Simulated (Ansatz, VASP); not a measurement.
# Al35Ga12NiN48 (Ni_Al) in two plane-wave programs, part 2 of 2

Wanted: the spread between two codes on one cell, functional and k mesh. Of the first pair: The structure shown is the start of the Ansatz relaxation below; VASP solves that cell, so the two are compared at the walk's first step.

VASP 6.6.1 and Ansatz 0.2.0.

So far: The starting structure; Ansatz: relaxation, PBEsol.

**3. VASP: single point, PBEsol, start cell, pair 1**

Level of this step: PBEsol, spin-polarised from a ferromagnetic start; plane waves and PAW (Al, Ga_d, N, Ni) (VASP).

The same cell, functional and mesh now go to VASP, with its own data sets.

Lines of VASP's logs that name or quote its potential files are left out, and so is its time.

Contents of INCAR:

```
SYSTEM = Al35Ga12NiN48
PREC = Accurate
ENCUT = 520
EDIFF = 1E-06
NELM = 200
ISMEAR = 0
SIGMA = 0.01
LREAL = Auto
ALGO = Normal
GGA = PS
NBANDS = 328
ISPIN = 2
MAGMOM = -0 0 -0 0 0 0 0 -0 0 0 -0 0 -0 0 0 0 0 0 -0 0 -0 0 0 -0 0 0 0 -0 0 -0 0 0 0 0 0 -0 0 0 -0 0 -0 -0 0 0 -0 0 -0 0 0 -0 0 0 0 0 0 0.01 0 0.18 -0 0 0.01 0 -0 0.01 0 -0 -0 0 0 0 -0 0.02 0.01 0.01 -0 0 -0 0 0 0.18 -0 0.01 0.01 0.01 0.18 0 0.01 0.18 0.01 0.01 0.01 0.01 -0 0 0.01 1.56
LASPH = .TRUE.
LMAXMIX = 4
LORBIT = 11
LWAVE = .FALSE.
LCHARG = .FALSE.
ISIF = 2
ISYM = 0
NUPDOWN = 3
GGA_COMPAT = .FALSE.
NCORE = 2
```

Contents of POSCAR:

```
Al35Ga12NiN48
1.0
   10.0869203595      0.0000000000      0.0002527838
    0.0000000000      9.3901567821      0.0000000000
   -0.0064481587      0.0000000000     10.8360190400
Al Ga N Ni
35 12 48 1
Direct
    0.2528321749      0.1625498951      0.0821959693
    0.9980715983      0.1661243828      0.4214173555
[... 1 atom line left out ...]
    0.2477650459      0.1620033654      0.5840869553
[... 2 atom lines left out ...]
    0.2467722898      0.4998456478      0.0870688411
[... 2 atom lines left out ...]
    0.2465093257      0.5002303059      0.5868243368
[... 5 atom lines left out ...]
    0.2453321741      0.8344868123      0.5829728575
[... 3 atom lines left out ...]
    0.4963568247      0.1649598655      0.4152752512
[... 1 atom line left out ...]
    0.7523229244      0.1619792976      0.5844183922
[... 2 atom lines left out ...]
    0.7545303761      0.4975927568      0.0838707706
    0.5023741024      0.3342670493      0.1700581183
    0.7455451431      0.4979355626      0.5836524018
[... 1 atom line left out ...]
    0.4999727358      0.3348518106      0.6614551514
[... 1 atom line left out ...]
    0.5025239682      0.8285175829      0.4178318581
    0.4962501961      0.6640094670      0.1659707822
    0.7460619822      0.8360216109      0.5849417931
[... 1 atom line left out ...]
    0.4998424631      0.6680896971      0.6614474025
[... 2 atom lines left out ...]
    0.2472277228      0.3287464812      0.3327074723
[... 1 atom line left out ...]
    0.2536369109      0.6675827833      0.3358044934
[... 3 atom lines left out ...]
    0.7464519320      0.3337327664      0.3365596992
[... 1 atom line left out ...]
    0.7452447151      0.6649703668      0.3317365539
[... 3 atom lines left out ...]
    0.3168321616      0.1689511727      0.4188454167
[... 5 atom lines left out ...]
    0.0561286140      0.3383415287      0.3346474197
[... 1 atom line left out ...]
    0.3147869405      0.5042405691      0.4182277098
    0.3124143302      0.3281762032      0.1622893998
[... 1 atom line left out ...]
    0.0660659668      0.5003715176      0.5845305620
[... 1 atom line left out ...]
    0.3108340646      0.3378181082      0.6655317234
[... 2 atom lines left out ...]
    0.3126231412      0.8297734725      0.4166658398
    0.3163106029      0.6682749975      0.1634358555
[... 3 atom lines left out ...]
    0.3103722288      0.6615174958      0.6634379763
    0.5558317478      0.9999811505      0.3285548393
[... 1 atom line left out ...]
    0.8084892576      0.1664478066      0.4227180305
[... 2 atom lines left out ...]
    0.5661409932      0.1667523809      0.5829743253
[... 2 atom lines left out ...]
    0.5567037490      0.3329611073      0.3286798649
    0.5647868317      0.4969616704      0.0854183836
    0.8143789365      0.4966943692      0.4232953192
    0.8109556837      0.3347673604      0.1675511087
    0.5552292401      0.3308536878      0.8290933796
    0.5575701995      0.4969050154      0.5851588145
[... 1 atom line left out ...]
    0.8156488170      0.3363666948      0.6627718898
    0.5559652376      0.6618756368      0.3351459099
    0.5596901475      0.8299365155      0.0803242885
    0.8127598085      0.8293004239      0.4170895724
    0.8155112833      0.6634294980      0.1635143723
    0.5579871366      0.6622088581      0.8319907815
    0.5574300163      0.8343870269      0.5863969108
[... 1 atom line left out ...]
    0.8157974946      0.6673840645      0.6655168058
    0.5007329719      0.5022675456      0.4132355625
```

Contents of KPOINTS:

```
Points of the shifted mesh
1
Reciprocal
 0.2500000000  0.2500000000  0.2500000000 1
```

The projector-augmented-wave data sets are Al, Ga_d, N and Ni (PBE family, release 64).

Started as:

```console
$ mpirun -np 8 vasp_std
```

Numbers of over 12 decimals in the logs are rounded to 6 here.

What it wrote:

```text
[banner, memory and clock lines left out]
running    8 mpi-ranks, on    1 nodes
[...]
|                                                                             |
|               ----> ADVICE to this user running VASP <----                  |
|                                                                             |
|     You enforced a specific xc type in the INCAR file but a different       |
|     [... a line on the potential file left out ...]
|     I HOPE YOU KNOW WHAT YOU ARE DOING!                                     |
|                                                                             |

 LDA part: xc-table for (Slater+PW92), standard interpolation
 POSCAR, INCAR and KPOINTS ok, starting setup
[...]
entering main loop
       N       E                     dE             d eps       ncg     rms          rms(c)
DAV:   1     0.727123814931E+04    0.72712E+04   -0.18567E+05  1312   0.197E+03
DAV:   2     0.142422355029E+04   -0.58470E+04   -0.54464E+04  1312   0.581E+02
DAV:   3    -0.566374027019E+03   -0.19906E+04   -0.18250E+04  1872   0.249E+02
DAV:   4    -0.810841581867E+03   -0.24447E+03   -0.24013E+03  1816   0.946E+01
[...]
DAV:  21    -0.715036225172E+03    0.12067E-05   -0.18672E-05  1712   0.168E-02    0.237E-02
DAV:  22    -0.715036223175E+03    0.19976E-05   -0.70770E-06  1632   0.184E-02    0.820E-03
DAV:  23    -0.715036223661E+03   -0.48667E-06   -0.61520E-06  1296   0.769E-03
   1 F= -.71503622E+03 E0= -.71503622E+03  d E =-.510497E-12  mag=     3.0000
```

From OUTCAR (step 3):

```text
  FREE ENERGIE OF THE ION-ELECTRON SYSTEM (eV)
  ---------------------------------------------------
  free  energy   TOTEN  =      -715.0362236612 eV

  energy  without entropy=     -715.0362236612  energy(sigma->0) =     -715.03622366

 magnetization (x)
# of ion       s       p       d       tot
------------------------------------------
    1       -0.000  -0.000   0.000  -0.000
    2        0.000   0.000   0.000   0.000
    3       -0.000  -0.000   0.000  -0.000
    4        0.000   0.000   0.000   0.000
    5        0.000   0.000   0.000   0.000
    6        0.000  -0.000   0.000  -0.000
    7        0.000   0.000   0.000   0.000
    8       -0.000  -0.000   0.000  -0.000
    9        0.000   0.000   0.000   0.000
   10        0.000   0.003   0.000   0.003
   11       -0.000  -0.000   0.000  -0.000
   12        0.000   0.000   0.000   0.000
   13       -0.000  -0.000   0.000  -0.000
[...]
--------------------------------------------------
tot          0.063   0.922   1.545   2.530
```

The cell holds one magnetic atom, so no antiferromagnetic order fits into it.

**4. Differences**

Known differences besides the potentials themselves: VASP starts from the moments at which Ansatz ended; fixed occupations in Ansatz, narrow Gaussian smearing in VASP; the data sets hold 519 valence electrons in Ansatz (on its default PAW (the set named soft_2) files) and 511 in VASP; the cutoff is 420 eV in Ansatz and 520 eV in VASP (PREC = Accurate, projectors in real space); Ansatz makes its cores anew for this functional, VASP keeps those of its PBE data sets. Total energies have different zeros and are not compared.

Forces on 9 of the 96 atoms, those with the largest forces and the largest differences (eV/Å; atoms numbered as in POSCAR):

```tsv
atom	Ansatz x, y, z	VASP x, y, z
Al7	1.802, -0.515, -0.809	1.814, -0.514, -0.813
Al14	-0.841, -1.534, 0.583	-0.845, -1.543, 0.590
Ga41	1.621, -0.688, 0.230	1.611, -0.686, 0.226
N50	-1.473, -0.654, 0.704	-1.500, -0.649, 0.695
N58	-0.882, -1.195, 0.517	-0.914, -1.180, 0.512
N63	0.066, -1.331, -1.226	0.057, -1.341, -1.208
N65	0.415, -1.462, -0.966	0.418, -1.477, -0.974
N80	0.013, -0.745, 1.279	0.040, -0.769, 1.284
N88	0.201, 1.577, -1.099	0.228, 1.603, -1.121
```

The forces differ by 8.8 meV/Å r.m.s., which is 1.2 % of the r.m.s. force of 0.718 eV/Å (both taken over all components). Moments aren't recorded for both runs of this pair, so they may hold unlike magnetic states.

**5. Ansatz: relaxation, PBEsol**

This run makes the geometry at which the two programs are then compared.

The structure compared here is the end of the Ansatz relaxation.

This is the run of step 2 again, met here at its other cell.

**6. VASP: single point, PBEsol, relaxed atoms in a fixed cell, pair 2**

The same cell, functional and mesh now go to VASP, with its own data sets.

INCAR is that of step 3.

Contents of POSCAR:

```
Al35Ga12NiN48
1.0
   10.0869203600      0.0000000000      0.0002527800
    0.0000000000      9.3901567800      0.0000000000
   -0.0064481600      0.0000000000     10.8360190400
Al Ga N Ni
35 12 48 1
Direct
    0.2499403958      0.1660736577      0.0836055763
    0.0005089335      0.1662170237      0.4174712253
[... 1 atom line left out ...]
    0.2497735034      0.1662035331      0.5837873864
[... 2 atom lines left out ...]
    0.2498252971      0.4996255520      0.0836233541
[... 2 atom lines left out ...]
    0.2506993789      0.4996357939      0.5846787087
[... 5 atom lines left out ...]
    0.2497795457      0.8330221650      0.5837772782
[... 3 atom lines left out ...]
    0.4998385791      0.1662361599      0.4184406485
[... 1 atom line left out ...]
    0.7501475391      0.1662966848      0.5837881650
[... 2 atom lines left out ...]
    0.7501105523      0.4996417182      0.0836065102
    0.4999639596      0.3335979693      0.1652662670
    0.7508504774      0.4996290884      0.5832296727
[... 1 atom line left out ...]
    0.4998362040      0.3321724179      0.6657853888
[... 1 atom line left out ...]
    0.4998714654      0.8331007971      0.4183829515
    0.4999596358      0.6657347530      0.1652283099
    0.7501837337      0.8329634808      0.5837381065
[... 1 atom line left out ...]
    0.4998887354      0.6670809342      0.6658164422
[... 2 atom lines left out ...]
    0.2500923498      0.3321862033      0.3326403633
[... 1 atom line left out ...]
    0.2500637376      0.6670783078      0.3326181618
[... 3 atom lines left out ...]
    0.7502725538      0.3334087030      0.3333825722
[... 1 atom line left out ...]
    0.7503104051      0.6658872457      0.3333161998
[... 3 atom lines left out ...]
    0.3122964308      0.1661433638      0.4203168649
[... 7 atom lines left out ...]
    0.3090368832      0.4996867235      0.4199246664
    0.3113530714      0.3328584295      0.1628007690
[... 1 atom line left out ...]
    0.0615489822      0.4996654675      0.5838605686
[... 1 atom line left out ...]
    0.3112754777      0.3326162758      0.6635300017
[... 2 atom lines left out ...]
    0.3123139155      0.8332268658      0.4202958428
    0.3113703050      0.6663973868      0.1627824401
[... 3 atom lines left out ...]
    0.3113181564      0.6666423753      0.6635383572
    0.5554112905      0.9997033264      0.3336383600
    0.5610512290      0.1663087046      0.0836203021
    0.8126954529      0.1662738935      0.4203208585
[... 2 atom lines left out ...]
    0.5612353610      0.1660062630      0.5839821900
[... 2 atom lines left out ...]
    0.5570324212      0.3298599503      0.3316353221
    0.5611634177      0.4996424195      0.0830763146
    0.8137381625      0.4996996969      0.4200443775
    0.8117584443      0.3331106277      0.1630631166
    0.5554637665      0.3327278369      0.8331976569
    0.5624858380      0.4995989591      0.5875391311
[... 1 atom line left out ...]
    0.8118995470      0.3328531025      0.6631604043
    0.5570778875      0.6695474885      0.3315291112
    0.5610578560      0.8330693215      0.0836872635
    0.8127602697      0.8331040782      0.4202719903
    0.8117750803      0.6661957492      0.1629958462
    0.5554834022      0.6666039581      0.8332676799
    0.5612682479      0.8332299994      0.5839449106
[... 1 atom line left out ...]
    0.8118811068      0.6664169968      0.6631413291
    0.5005587735      0.4997349827      0.4178316220
```

KPOINTS is that of step 3.

Started as:

```console
$ mpirun -np 8 vasp_std
```

What it wrote:

```text
[banner, memory and clock lines left out]
running    8 mpi-ranks, on    1 nodes
[...]
[... a notice as in an earlier step ...]

 LDA part: xc-table for (Slater+PW92), standard interpolation
 POSCAR, INCAR and KPOINTS ok, starting setup
[...]
entering main loop
       N       E                     dE             d eps       ncg     rms          rms(c)
DAV:   1     0.727897009172E+04    0.72790E+04   -0.18557E+05  1312   0.197E+03
DAV:   2     0.135234724578E+04   -0.59266E+04   -0.55388E+04  1336   0.581E+02
DAV:   3    -0.578876540380E+03   -0.19312E+04   -0.17708E+04  1864   0.247E+02
DAV:   4    -0.812433463326E+03   -0.23356E+03   -0.22891E+03  1792   0.930E+01
[...]
DAV:  21    -0.717602266027E+03    0.11869E-05   -0.24360E-05  1976   0.345E-02    0.131E-02
DAV:  22    -0.717602266115E+03   -0.87188E-07   -0.15554E-05  1728   0.138E-02    0.578E-03
DAV:  23    -0.717602266271E+03   -0.15611E-06   -0.39494E-06  1192   0.108E-02
   1 F= -.71760227E+03 E0= -.71760227E+03  d E =-.202263E-31  mag=     3.0000
```

From OUTCAR (step 6):

```text
  FREE ENERGIE OF THE ION-ELECTRON SYSTEM (eV)
  ---------------------------------------------------
  free  energy   TOTEN  =      -717.6022662707 eV

  energy  without entropy=     -717.6022662707  energy(sigma->0) =     -717.60226627

 magnetization (x)
# of ion       s       p       d       tot
------------------------------------------
    1       -0.000  -0.000   0.000  -0.000
    2        0.000   0.000   0.000   0.000
    3       -0.000  -0.000   0.000  -0.000
    4        0.000   0.000   0.000   0.000
    5        0.000   0.000   0.000   0.000
    6        0.000   0.000   0.000   0.000
    7        0.000   0.000   0.000   0.000
    8       -0.000  -0.000   0.000  -0.000
    9        0.000   0.000   0.000   0.000
   10        0.000   0.002   0.000   0.003
   11       -0.000  -0.000   0.000  -0.000
   12        0.000   0.000   0.000   0.000
   13       -0.000  -0.000   0.000  -0.000
[...]
--------------------------------------------------
tot          0.054   0.918   1.557   2.529
```

The run ends at a pressure of 0.13 GPa, with forces up to 0.046 eV/Å.

**7. Differences**

What differs besides the data sets and the points named for the pairs above, as far as they apply: the data sets hold 519 valence electrons in Ansatz (on its default PAW (the set named soft_2) files) and 511 in VASP; site moments are counted in spheres of each program's own size. Total energies have different zeros and are not compared.

Both answers:

```tsv
quantity	Ansatz	VASP	difference
total moment, fixed by the input (μB)	3.00	3.00	0.00
moment on Ni96 (μB)	1.56	1.65	-0.09
moment on N58 (μB)	0.18	0.18	+0.01
moment on N80 (μB)	0.18	0.18	+0.01
moment on N88 (μB)	0.18	0.17	+0.01
moment on N85 (μB)	0.18	0.17	+0.01
```

The largest component of a force difference here is 30 meV/Å.

**8. Results**

```
r.m.s. force difference (single point, PBEsol, start cell, pair 1)                         : 1.2 % of the r.m.s. force
difference in moment on Ni96 (single point, PBEsol, relaxed atoms in a fixed cell, pair 2) : -0.087 μB
```

In words: The r.m.s. force difference is 1.2 % of the r.m.s. force (single point, PBEsol, start cell, pair 1), within the 3 % picked in this series as the mark of a large difference. The data sets hold unlike numbers of valence electrons (519 in Ansatz and 511 in VASP), so part of the differences may come from the potentials. VASP runs on this material, other cells and data sets included, that failed, so that no pair exists: single point, PBEsol (timeout). Such differences can come from data sets, numerical settings and the points named under the comparisons, not from the functional's error against experiment.

[Lines on the potential files, build, host, timing and source positions are cut from VASP's logs without a mark.]

[Logs are printed without paths, hosts, clocks, repeated set-up lines and the standing remarks that a program may print on its own settings, such as how far it seeks lower states.]

[Hosts, paths, dates, database ids (printed as entryN), source tags and the programs' standing remarks are cut or masked in the printed files.]
